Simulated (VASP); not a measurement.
Input:

```yaml
crystal:
  lattice:
    - [1.26797, -2.17928, 0.00000]
    - [1.26797, 2.17928, 0.00000]
    - [0.00000, 0.00000, 3.99937]
  atoms:
    - { symbol: Co, position: [0.33333, 0.66667, 0.25000], spin: 1.8 }
    - { symbol: Co, position: [0.69407, 0.36073, 0.75000], spin: 1.8 }
```

All values below come from PBE GGA, VASP's PBE PAW potentials (set 64) (plane waves; VASP 6.6.1). Run with 400 eV cut-off, KSPACING 0.3 per Å, first-order Methfessel-Paxton smearing of 0.10 eV, potentials Co.

Question: Which forces act on the atoms, in eV/Å?

Answer: 
| atom | Fx | Fy | Fz |
|---|---|---|---|
| Co1 | 0.170 | 0.015 | 0.000 |
| Co2 | -0.170 | -0.015 | 0.000 |

Question: Give the stress tensor in GPa (positive for a compressed cell).

Answer: 
```
-7.27  -1.19   0.00
-1.19  -6.84   0.00
 0.00   0.00  -1.12
```
The pressure is its mean diagonal, -5.08 GPa.

The compound is Co in the hcp structure. The cell was not relaxed at this level, atoms are displaced from their ideal sites. The run is one of a series of settings (KGAMMA = .FALSE., KSPACING = 0.3, KPOINTS file removed against the base run), some of them coarse on purpose.
